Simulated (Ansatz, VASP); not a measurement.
# Hf: VASP beside Ansatz, part 2 of 2

Wanted: the spread between two codes on one cell, functional and k mesh. Of the first pair: The cell is taken from a series of runs on this material, whose earlier steps may have relaxed, scaled, displaced or heated it; both programs get it as it stands.

VASP 6.6.1 and Ansatz 0.2.0.

So far. Step 4 (Comparison): The forces differ by 16 meV/Å r.m.s., which is 14.8 % of the r.m.s. force of 0.105 eV/Å (both taken over all components). With vacuum in the cell, a pressure given here is an average over mostly empty space and none of the material.

## Step 6: Ansatz: relaxation, PBEsol

Level of this step: Ansatz beside VASP: Kohn-Sham DFT, plane waves, PBEsol (Ansatz).

The two programs are compared at the cell with which this relaxation starts, whose forces are those of its first step.

The structure compared here is the start of the Ansatz relaxation; VASP solves that cell, so the two are compared at the walk's first step.

input.yaml reads:

```yaml
crystal:
  lattice:
    - [3.1967, 0.0, 0.0]
    - [-1.59835, 2.7684234083, 0.0]
    - [0.0, 0.0, 26.6445]
  atoms:
    - { symbol: Hf, position: [0.333333333, 0.666666667, 0.737281615] }
    - { symbol: Hf, position: [0.666666667, 0.333333333, 0.642368969] }
    - { symbol: Hf, position: [0.333333333, 0.666666667, 0.547456323] }
    - { symbol: Hf, position: [0.666666667, 0.333333333, 0.452543677] }
    - { symbol: Hf, position: [0.333333333, 0.666666667, 0.357631031] }
    - { symbol: Hf, position: [0.666666667, 0.333333333, 0.262718385] }
kpoints:
  mp_grid: { grid: [12, 12, 1] }
scf:
  occupations: { method: fermi_dirac, width: 0.05 }
  n_extra_bands: 8
hamiltonian:
  xc: pbesol
  pseudopotentials: { kind: paw, azcp: { folder: soft_1 }, xc_functional: pbe }
output:
  forces: true
  write_potential: true
  volumetric_format: []
relax:
  f_tol: 0.03
  max_steps: 45
  constraints: [{ sites: [2, 3] }]
```

The run is started by

```bash
$ ansatz run input.yaml --threads 4 --pin off --max-ram 14336MiB --backend cpu --events-out ev --progress --plain --runs-dir out
```

Numbers of over 12 decimals in the logs are rounded to 6 here.

What it wrote:

```text
[...]
Crystal: 6 atoms, lattice volume = 235.799 Å³
Basis set: ecut = 420 eV, 4661 PW (Γ), exchange–correlation on 48×48×360 points (8 copies of the dense FFT grid, shifted against one another)
Bands: 86, of which v1, the nominal top of the filled ones, is band 78 counted from 1 (77 counted from 0)
Symmetry: 12 space group operations
[...]
k-points: 19 of 144
[...]
--- Relaxed structure (5 steps of the walk, 5 accepted, 0 SCFs on fresh bases) ---
  F+E_penalty+E_count = -93590.71492219 eV   max|allowed force component| = 9.381e-3 eV/Å
  atoms:
    - { symbol: Hf, position: [0.333333, 0.666667, 0.730152] }
    - { symbol: Hf, position: [0.666667, 0.333333, 0.642769] }
    - { symbol: Hf, position: [0.333333, 0.666667, 0.547456323] }
    - { symbol: Hf, position: [0.666667, 0.333333, 0.452543677] }
    - { symbol: Hf, position: [0.333333, 0.666667, 0.357231] }
    - { symbol: Hf, position: [0.666667, 0.333333, 0.269848] }
[key lines of the parts left out:]
SCF converged after 2 iterations
Free energy (F): -93590.714922 eV
Fermi energy:    8.411933 eV
```

## Step 7: VASP: single point, PBEsol, start cell, pair 2

The same cell, functional, mesh and smearing now go to VASP, with its own data sets.

INCAR reads:

```
SYSTEM = Hf
PREC = Accurate
ENCUT = 400
EDIFF = 1E-06
NELM = 120
ISMEAR = -1
SIGMA = 0.05
LREAL = .FALSE.
ALGO = Normal
GGA = PS
NBANDS = 37
LASPH = .TRUE.
LORBIT = 11
LWAVE = .FALSE.
LCHARG = .FALSE.
ISIF = 2
GGA_COMPAT = .FALSE.
KPAR = 2
```

POSCAR reads:

```
Hf
1.0
    3.1967000000      0.0000000000      0.0000000000
   -1.5983500000      2.7684234083      0.0000000000
    0.0000000000      0.0000000000     26.6445000000
Hf
6
Direct
    0.3333334046      0.6666668092      0.7372816153
    0.6666667379      0.3333334759      0.6423689692
    0.3333334046      0.6666668092      0.5474563231
    0.6666667379      0.3333334759      0.4525436769
    0.3333334046      0.6666668092      0.3576310308
    0.6666667379      0.3333334759      0.2627183847
```

KPOINTS reads:

```
Automatic mesh
0
Gamma
12 12 1
0 0 0
```

The projector-augmented-wave data sets are Hf_pv (PBE family, release 64).

The run is started by

```bash
$ mpirun -np 2 vasp_std
```

What it wrote:

```text
[banner, memory and clock lines left out]
running    2 mpi-ranks, on    1 nodes
[...]
[... a notice as in an earlier step ...]

 LDA part: xc-table for (Slater+PW92), standard interpolation
 POSCAR, INCAR and KPOINTS ok, starting setup
[...]
entering main loop
       N       E                     dE             d eps       ncg     rms          rms(c)
DAV:   1     0.216727041144E+03    0.21673E+03   -0.30377E+04  1894   0.118E+03
DAV:   2    -0.463184259011E+02   -0.26305E+03   -0.25536E+03  1646   0.301E+02
DAV:   3    -0.643764632177E+02   -0.18058E+02   -0.17250E+02  1940   0.520E+01
DAV:   4    -0.652255366657E+02   -0.84907E+00   -0.82667E+00  2012   0.109E+01
[...]
DAV:  47    -0.607081197192E+02   -0.46362E-05   -0.83084E-07   903   0.562E-03    0.185E-02
DAV:  48    -0.607081215986E+02   -0.18794E-05   -0.47429E-07   881   0.377E-03    0.142E-02
DAV:  49    -0.607081220188E+02   -0.42020E-06   -0.22707E-06  1085   0.530E-03
   1 F= -.60708122E+02 E0= -.60674094E+02  d E =-.680557E-01
```

OUTCAR, selected parts (step 7):

```text
  Total       -5.7757397     -5.7757397     -5.6775190      0.0000000      0.0000000      0.0000000
  in kB      -39.2442674    -39.2442674    -38.5768900      0.0000000      0.0000000      0.0000000
  external PRESSURE =     -39.0218082 kB  Pullay stress =       0.0000000 kB

 POSITION                                       TOTAL-FORCE (eV/Angst)
 -----------------------------------------------------------------------------------
     -0.00000      1.84562     19.64450         0.000000      0.000000     -0.867922
      1.59835      0.92281     17.11560        -0.000000      0.000000      0.747932
     -0.00000      1.84562     14.58670        -0.000000      0.000000     -0.116908
      1.59835      0.92281     12.05780        -0.000000     -0.000000      0.116908
     -0.00000      1.84562      9.52890         0.000000      0.000000     -0.747932
      1.59835      0.92281      7.00000        -0.000000      0.000000      0.867922
 -----------------------------------------------------------------------------------
    total drift:                                0.000000     -0.000664     -0.000000

  FREE ENERGIE OF THE ION-ELECTRON SYSTEM (eV)
  ---------------------------------------------------
  free  energy   TOTEN  =       -60.7081220188 eV

  energy  without entropy=      -60.6400663423  energy(sigma->0) =      -60.67409418

[... 2 parts as in an earlier step ...]

[... 1 further part left out ...]
[key lines of the parts left out:]
E-fermi :   0.9051
```

## Step 8: Differences

What differs besides the data sets and the points named for the pairs above, as far as they apply: the data sets hold 156 valence electrons in Ansatz (on its PAW soft_1 files) and 60 in VASP. Total energies have different zeros and are not compared.

Forces (eV/Å; atoms numbered as in POSCAR):

```csv
atom,"Ansatz x, y, z","VASP x, y, z"
Hf1,"0.000, 0.000, -0.837","0.000, 0.000, -0.868"
Hf2,"0.000, 0.000, 0.739","0.000, 0.000, 0.748"
Hf3,"0.000, 0.000, -0.118","0.000, 0.000, -0.117"
Hf4,"0.000, 0.000, 0.118","0.000, 0.000, 0.117"
Hf5,"0.000, 0.000, -0.739","0.000, 0.000, -0.748"
Hf6,"0.000, 0.000, 0.837","0.000, 0.000, 0.868"
```

The forces differ by 11 meV/Å r.m.s., which is 2.8 % of the r.m.s. force of 0.384 eV/Å (both taken over all components). With vacuum in the cell, a pressure given here is an average over mostly empty space and none of the material.

## Step 9: Outcome

| Item | Value |
| --- | --- |
| r.m.s. force difference (single point, PBEsol, pair 1) | 16 meV/Å |
| r.m.s. force difference (single point, PBEsol, start cell, pair 2) | 2.8 % of the r.m.s. force |

In words: The r.m.s. force difference is 16 meV/Å (single point, PBEsol, pair 1), beyond the 12 meV/Å picked in this series as the mark of a large difference. The data sets hold unlike numbers of valence electrons (156 in Ansatz and 60 in VASP), so part of the differences comes from the potentials. For single point, PBEsol, pair 1, no further run moves any of the tabulated differences by more than a quarter of its size. 1 further run of this series is not shown here. Such differences can come from data sets, numerical settings and the points named under the comparisons, not from the functional's error against experiment.

[Lines on the potential files, build, host, timing and source positions are cut from VASP's logs without a mark.]

[Logs are printed without paths, hosts, clocks, repeated set-up lines and the standing remarks that a program may print on its own settings, such as how far it seeks lower states.]

[Hosts, paths, dates, database ids (printed as entryN), source tags and the programs' standing remarks are cut or masked in the printed files.]
